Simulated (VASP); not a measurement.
Consider the following.

```xyz
2
Lattice="2.8000 0.0000 0.0000 0.0000 2.8000 0.0000 0.0000 0.0000 3.6700" Properties=species:S:1:pos:R:3 pbc="T T T"
Cu     0.0000     0.0000     0.0000
Au     1.4000     1.4000     1.8350
```

All values below come from LDA (Ceperley-Alder, Perdew-Zunger), VASP's LDA PAW potentials (set 64) (plane waves; VASP). Run with 520 eV cut-off, 12×12×9 Γ-centred mesh, first-order Methfessel-Paxton smearing of 0.10 eV, potentials Cu Au.

Energy and stress use the plane-wave basis of the starting cell.

The ions, cell shape and volume are relaxed. Give the cell that the relaxation ends in.

```xyz
2
Lattice="2.8051 0.0000 0.0000 0.0000 2.8051 0.0000 0.0000 0.0000 3.5121" Properties=species:S:1:pos:R:3 pbc="T T T"
Cu     0.0000     0.0000     0.0000
Au     1.4025     1.4025     1.7560
```
Space group P4/mmm (123), at a tolerance of 0.03 Å.

How do energy and volume change from the first to the last step?

The energy (σ→0) changes by -14.2 meV/atom and the volume by -4.0 %, in 12 ionic steps.

The compound is CuAu in the L1_0 structure. This run relaxes it. Symmetry was kept, so distortions that lower it aren't found.
